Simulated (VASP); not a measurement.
Consider the following.

```xyz
6
Lattice="-1.9015 1.9015 4.8525 1.9015 -1.9015 4.8525 1.9015 1.9015 -4.8525" Properties=species:S:1:pos:R:3 pbc="T T T"
Ti     0.0000     1.9015     2.4262
Ti     0.0000     0.0000     0.0000
O      0.0000     1.9015     0.4219
O      0.0000     0.0000     7.7006
O      0.0000     0.0000     2.0043
O      0.0000     1.9015     4.4306
```

All values below come from PBE GGA, VASP's PBE PAW potentials (set 64) (plane waves; VASP 6.6.1). Numerical set-up: 520 eV cut-off, 9×9×9 Γ-centred mesh, tetrahedra with Blöchl corrections, potentials Ti_sv O.

The cores are frozen, which limits the accuracy of field gradients.

Question: Give the principal components of the electric field gradient (V/Å²) and the asymmetry η at each nucleus.

Answer: 
```
atom    Vxx   Vyy   Vzz     η
----  -----  ----  ----  ----
Ti1    -5.5  -5.4  10.9  0.00
Ti2    -5.5  -5.4  10.9  0.00
O3    -12.6  -5.6  18.3  0.38
O4    -12.6  -5.6  18.3  0.38
O5    -12.6  -5.6  18.3  0.38
O6    -12.6  -5.6  18.3  0.38
```

The compound is TiO2 in the anatase structure, one of several forms; rutile is the usual stable one. It was relaxed first.
